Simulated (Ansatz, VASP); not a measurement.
# Ge4H (H-terminated Ge(111)) in two plane-wave programs

Wanted: the spread between two codes on one cell, functional and k mesh. Of the first pair: The structure shown is the end of the VASP relaxation below. Valence electrons are named where the data sets of a main pair hold unlike numbers.

Calculated with Ansatz 0.2.0; plane waves, with VASP 6.6.1 beside it; single point at PBE and band structure at PBE.

**1. Set-up**

The cell holds 10 atoms: 8 Ge and 2 H. Cell: a = 4.093 Å, b = 4.093 Å, c = 29.982 Å, α = 90.0°, β = 90.0°, γ = 60.0°. It derives from Ge. As first built, before any earlier steps moved the atoms (in the runner's words): 8 layers of Ge at this functional's lattice, H on top and H below. Vacuum lies along c.

**2. VASP: relaxation, PBE**

This run makes the geometry at which the two programs are then compared.

Lines of VASP's logs that name or quote its potential files are left out, and so is its time.

INCAR reads:

```
SYSTEM = Ge4H
PREC = Normal
ENCUT = 320
EDIFF = 1E-05
NELM = 120
ISMEAR = 0
SIGMA = 0.03
LREAL = .FALSE.
ALGO = Fast
GGA = PE
NBANDS = 27
LORBIT = 11
LWAVE = .FALSE.
LCHARG = .FALSE.
KPAR = 4
IBRION = 2
NSW = 60
ISIF = 2
EDIFFG = -0.03
POTIM = 0.4
MAXMIX = 40
IDIPOL = 3
LDIPOL = .TRUE.
DIPOL = 0.5 0.5 0.5
```

POSCAR reads:

```
Ge4H
1.0
    4.0934265369      0.0000000000      0.0000000000
    2.0467132684      3.5450113694      0.0000000000
    0.0000000000      0.0000000000     29.9823735078
Ge H
8 2
Direct
    0.6666666700      0.6666666700      0.3188540100
    0.0000000000      0.0000000000      0.3467226200
    0.0000000000      0.0000000000      0.4303284700
    0.3333333300      0.3333333300      0.4581970800
    0.3333333300      0.3333333300      0.5418029200
    0.6666666700      0.6666666700      0.5696715300
    0.6666666700      0.6666666700      0.6532773800
    0.0000000000      0.0000000000      0.6811459900
    0.6666666700      0.6666666700      0.2668234400
    0.0000000000      0.0000000000      0.7331765600
```

KPOINTS reads:

```
Automatic mesh
0
Gamma
9 9 1
0 0 0
```

PAW data sets: Ge and H (PBE family, release 64).

Started as:

```sh
mpirun -np 4 vasp_std
```

Numbers of over 12 decimals in the logs are rounded to 6 here.

The log of the run:

```text
[banner, memory and clock lines left out]
running    4 mpi-ranks, on    1 nodes
 distrk:  each k-point on    1 cores,    4 groups
 distr:  one band on    1 cores,    1 groups

 POSCAR found type information on POSCAR GeH
 POSCAR found :  2 types and      10 ions
 LDA part: xc-table for (Slater+PW92), standard interpolation
 POSCAR, INCAR and KPOINTS ok, starting setup
 FFT: planning ... GRIDC
 FFT: planning ... GRID_SOFT
 FFT: planning ... GRID
 WAVECAR not read
 entering main loop
       N       E                     dE             d eps       ncg     rms          rms(c)
DAV:   1     0.133550253100E+03    0.13355E+03   -0.83753E+03   648   0.624E+02
DAV:   2    -0.283686366030E+02   -0.16192E+03   -0.15528E+03   889   0.136E+02
DAV:   3    -0.425094744601E+02   -0.14141E+02   -0.14000E+02   807   0.448E+01
DAV:   4    -0.428607729361E+02   -0.35130E+00   -0.35006E+00   920   0.786E+00
DAV:   5    -0.428682596718E+02   -0.74867E-02   -0.74840E-02   864   0.103E+00    0.694E+00
RMM:   6    -0.423469257366E+02    0.52133E+00   -0.26766E-01   648   0.185E+00    0.408E+00
RMM:   7    -0.421135424446E+02    0.23338E+00   -0.62458E-01   651   0.305E+00    0.549E-01
RMM:   8    -0.421075017423E+02    0.60407E-02   -0.51055E-02   654   0.107E+00    0.198E-01
RMM:   9    -0.421064092306E+02    0.10925E-02   -0.13870E-02   673   0.488E-01    0.975E-02
RMM:  10    -0.421061877737E+02    0.22146E-03   -0.30441E-03   670   0.207E-01    0.517E-02
RMM:  11    -0.421060388865E+02    0.14889E-03   -0.11055E-03   663   0.128E-01    0.192E-02
RMM:  12    -0.421064311877E+02   -0.39230E-03   -0.43647E-04   665   0.700E-02    0.137E-02
RMM:  13    -0.421068965833E+02   -0.46540E-03   -0.15925E-04   599   0.412E-02    0.719E-03
RMM:  14    -0.421071625161E+02   -0.26593E-03   -0.63804E-05   539   0.245E-02    0.360E-03
RMM:  15    -0.421072478388E+02   -0.85323E-04   -0.17635E-05   475   0.120E-02    0.238E-03
RMM:  16    -0.421073137248E+02   -0.65886E-04   -0.71502E-06   441   0.808E-03    0.110E-03
RMM:  17    -0.421073343593E+02   -0.20635E-04   -0.24122E-06   348   0.454E-03    0.779E-04
RMM:  18    -0.421073451299E+02   -0.10771E-04   -0.54954E-07   268   0.310E-03    0.391E-04
RMM:  19    -0.421073562460E+02   -0.11116E-04   -0.73787E-07   283   0.350E-03    0.492E-04
RMM:  20    -0.421073603081E+02   -0.40621E-05   -0.35803E-07   245   0.287E-03
   1 F= -.42107360E+02 E0= -.42107360E+02  d E =-.421074E+02
[... from here on, the cycles between the ionic steps are left out ...]
   2 F= -.42117829E+02 E0= -.42117829E+02  d E =-.104689E-01
   3 F= -.42117966E+02 E0= -.42117966E+02  d E =-.106056E-01
   4 F= -.42119953E+02 E0= -.42119953E+02  d E =-.198697E-02
   5 F= -.42122549E+02 E0= -.42122549E+02  d E =-.458276E-02
   6 F= -.42123236E+02 E0= -.42123236E+02  d E =-.687627E-03
   7 F= -.42123550E+02 E0= -.42123550E+02  d E =-.100155E-02
   8 F= -.42124094E+02 E0= -.42124094E+02  d E =-.543568E-03
   9 F= -.42125267E+02 E0= -.42125267E+02  d E =-.171692E-02
  10 F= -.42125593E+02 E0= -.42125593E+02  d E =-.204327E-02
  11 F= -.42125783E+02 E0= -.42125783E+02  d E =-.223282E-02
  12 F= -.42126166E+02 E0= -.42126166E+02  d E =-.382853E-03
  13 F= -.42127015E+02 E0= -.42127015E+02  d E =-.123196E-02
  14 F= -.42127323E+02 E0= -.42127323E+02  d E =-.153989E-02
  15 F= -.42127435E+02 E0= -.42127435E+02  d E =-.165179E-02
  16 F= -.42127436E+02 E0= -.42127436E+02  d E =-.165256E-02
 curvature:  -5.98 expect dE=-0.244E-02 dE for cont linesearch -0.276E-05
 trial: gam= 0.32635 g(F)=  0.408E-03 g(S)=  0.000E+00 ort =-0.754E-04 (trialstep = 0.586E+00)
 search vector abs. value=  0.167E-02
 bond charge predicted
       N       E                     dE             d eps       ncg     rms          rms(c)
DAV:   1    -0.421275894099E+02   -0.15495E-03   -0.44728E-03   682   0.319E-01    0.202E-02
RMM:   2    -0.421275987238E+02   -0.93139E-05   -0.27540E-04   637   0.726E-02    0.136E-02
RMM:   3    -0.421276113334E+02   -0.12610E-04   -0.43942E-05   500   0.281E-02    0.441E-03
RMM:   4    -0.421276133911E+02   -0.20577E-05   -0.82504E-06   415   0.120E-02
  17 F= -.42127613E+02 E0= -.42127613E+02  d E =-.177816E-03
 trial-energy change:   -0.000178  1 .order   -0.000170   -0.000225   -0.000116
 step:   1.2071(harm=  1.2071)  dis= 0.00437  next Energy=   -42.127667 (dE=-0.231E-03)
 reached required accuracy - stopping structural energy minimisation
```

From OUTCAR (step 2):

```text
ion  position               nearest neighbor table
   1  0.667  0.667  0.319-   9 1.56   2 2.51   2 2.51   2 2.51
   2  0.000  0.000  0.347-   1 2.51   1 2.51   1 2.51   3 2.51
   3  0.000  0.000  0.430-   4 2.51   4 2.51   4 2.51   2 2.51
   4  0.333  0.333  0.458-   3 2.51   5 2.51   3 2.51   3 2.51
   5  0.333  0.333  0.542-   6 2.51   6 2.51   4 2.51   6 2.51
   6  0.667  0.667  0.570-   5 2.51   5 2.51   5 2.51   7 2.51
   7  0.667  0.667  0.653-   8 2.51   8 2.51   8 2.51   6 2.51
   8  0.000  0.000  0.681-  10 1.56   7 2.51   7 2.51   7 2.51
   9  0.667  0.667  0.267-   1 1.56
  10  0.000  0.000  0.733-   8 1.56

  LATTYP: Found a hexagonal cell.
 ALAT       =     4.0934265368
 C/A-ratio  =     7.3245173055

 Subroutine GETGRP returns: Found 12 space group operations
 (whereof  6 operations were pure point group operations)

The static configuration has the point symmetry C_3v.
 The point group associated with its full space group is D_3d.

 Found     12 irreducible k-points:

   k-points           NKPTS =     12   k-points in BZ     NKDIM =     12   number of bands    NBANDS=     27

   dimension x,y,z NGX =    18 NGY =   18 NGZ =  140
   dimension x,y,z NGXF=    36 NGYF=   36 NGZF=  280

   ENCUT  =  320.0 eV  23.52 Ry    4.85 a.u.   5.97  5.97 43.73*2*pi/ulx,y,z

   NELECT =      34.0000    total number of electrons

 k-points in reciprocal lattice and weights: Automatic mesh
   0.00000000  0.00000000  0.00000000       0.012
   0.11111111 -0.00000000  0.00000000       0.074
   0.22222222 -0.00000000  0.00000000       0.074
   0.33333333  0.00000000  0.00000000       0.074
   0.44444444 -0.00000000  0.00000000       0.074
   0.22222222  0.11111111  0.00000000       0.074
   0.33333333  0.11111111  0.00000000       0.148
   0.44444444  0.11111111  0.00000000       0.148
  -0.44444444  0.11111111  0.00000000       0.074
   0.44444444  0.22222222  0.00000000       0.074
  -0.44444444  0.22222222  0.00000000       0.148
  -0.33333333  0.33333333  0.00000000       0.025

 dipolmoment           0.000000      0.000000      0.000000 electrons x Angstroem

 average (electrostatic) potential at core
       1 -37.5369       2 -37.5821       3 -37.5906       4 -37.5959       5 -37.5959
       6 -37.5906       7 -37.5821       8 -37.5369       9 -37.8561      10 -37.8561

 E-fermi :  -0.9321

 k-point     1 :       0.0000    0.0000    0.0000
  band No.  band energies     occupation
    ...
     13      -1.8551      2.00000
     14      -1.4435      2.00000
     15      -1.4435      2.00000
     16      -1.0346      2.00000
     17      -1.0346      2.00000
     18      -0.8326      0.00000
     19      -0.7782      0.00000
     20      -0.5585      0.00000
     21      -0.3199      0.00000
     22       1.7783      0.00000
    ...

 k-point     2 :       0.1111   -0.0000    0.0000
  band No.  band energies     occupation
    ...
     13      -2.3417      2.00000
     14      -2.1127      2.00000
     15      -1.7949      2.00000
     16      -1.6663      2.00000
     17      -1.2347      2.00000
     18       0.2091      0.00000
     19       0.2986      0.00000
     20       0.4052      0.00000
     21       0.7460      0.00000
     22       1.4226      0.00000
    ...

 k-point     3 :       0.2222   -0.0000    0.0000
  band No.  band energies     occupation
    ...
     13      -2.9219      2.00000
     14      -2.6179      2.00000
     15      -2.1388      2.00000
     16      -2.1083      2.00000
     17      -1.6821      2.00000
     18       0.2308      0.00000
     19       0.5358      0.00000
     20       0.6678      0.00000
     21       0.8486      0.00000
     22       1.7168      0.00000
    ...

  Total       -0.6849711     -0.6849711     -0.2040292      0.0000000      0.0000000     -0.0000000
  in kB       -2.5223898     -2.5223898     -0.7513326      0.0000000      0.0000000     -0.0000000
  external PRESSURE =      -1.9320374 kB  Pullay stress =       0.0000000 kB

  energy-cutoff  :      320.00
  volume of cell :      435.08
      direct lattice vectors                 reciprocal lattice vectors
     4.093426537  0.000000000  0.000000000     0.244294112 -0.141043271  0.000000000
     2.046713268  3.545011369  0.000000000     0.000000000  0.282086542  0.000000000
     0.000000000  0.000000000 29.982373508     0.000000000  0.000000000  0.033352930

 POSITION                                       TOTAL-FORCE (eV/Angst)
 -----------------------------------------------------------------------------------
      4.09343      2.36334      9.63246        -0.000000      0.000000      0.020489
      0.00000      0.00000     10.41943         0.000000     -0.000000     -0.010191
      0.00000      0.00000     12.90907         0.000000     -0.000000      0.023659
      2.04671      1.18167     13.74204         0.000000     -0.000000     -0.010825
      2.04671      1.18167     16.24033         0.000000     -0.000000      0.010825
      4.09343      2.36334     17.07331         0.000000     -0.000000     -0.023659
      4.09343      2.36334     19.56295         0.000000     -0.000000      0.010191
      0.00000      0.00000     20.34992        -0.000000      0.000000     -0.020489
      4.09343      2.36334      8.06120         0.000000      0.000000     -0.019238
      0.00000      0.00000     21.92117         0.000000     -0.000000      0.019238
 -----------------------------------------------------------------------------------
    total drift:                               -0.000003     -0.000002     -0.000002

  FREE ENERGIE OF THE ION-ELECTRON SYSTEM (eV)
  ---------------------------------------------------
  free  energy   TOTEN  =       -42.1276133911 eV

  energy  without entropy=      -42.1276133841  energy(sigma->0) =      -42.12761339

 reached required accuracy - stopping structural energy minimisation

 vacuum level on the upper side and lower side of the slab         3.376         3.376

 total charge
# of ion       s       p       d       tot
------------------------------------------
    1        1.111   1.273   0.066   2.450
    2        1.124   1.225   0.053   2.402
    3        1.131   1.205   0.053   2.390
    4        1.133   1.200   0.053   2.386
    5        1.133   1.200   0.053   2.386
    6        1.131   1.205   0.053   2.390
    7        1.124   1.225   0.053   2.402
    8        1.111   1.273   0.066   2.450
    9        0.530   0.010   0.000   0.540
   10        0.530   0.010   0.000   0.540
--------------------------------------------------
tot         10.059   9.827   0.451  20.337

[... 3 further parts left out ...]
```

CONTCAR:

```
Ge4H
   1.00000000000000
     4.0934265369000000    0.0000000000000000    0.0000000000000000
     2.0467132684000000    3.5450113694000001    0.0000000000000000
     0.0000000000000000    0.0000000000000000   29.9823735077999984
  Ge              H
     8     2
Direct
     0.6666666699999979    0.6666666699999979    0.3212706077897971
     0.0000000000000000    0.0000000000000000    0.3475184073374857
     0.0000000000000000    0.0000000000000000    0.4305552172148627
     0.3333333300000021    0.3333333300000021    0.4583373554365900
     0.3333333300000021    0.3333333300000021    0.5416626445634102
     0.6666666699999979    0.6666666699999979    0.5694447827851371
     0.6666666699999979    0.6666666699999979    0.6524815926625144
     0.0000000000000000    0.0000000000000000    0.6787293922102031
     0.6666666699999979    0.6666666699999979    0.2688645934490518
     0.0000000000000000    0.0000000000000000    0.7311354065509481
```

The gap is read on the k-mesh alone, so it is an upper bound where the band edges lie off the mesh. The data set Ge keeps the semicore shell frozen, which is cheaper and a little less accurate. The run keeps the 12 symmetry operations of its start, so it cannot find a distortion of lower symmetry.

(Continued in part 2 of 3.)

[Lines on the potential files, build, host, timing and source positions are cut from VASP's logs without a mark.]

[Logs are printed without paths, hosts, clocks, repeated set-up lines and the standing remarks that a program may print on its own settings, such as how far it seeks lower states.]

[Hosts, paths, dates, database ids (printed as entryN), source tags and the programs' standing remarks are cut or masked in the printed files.]
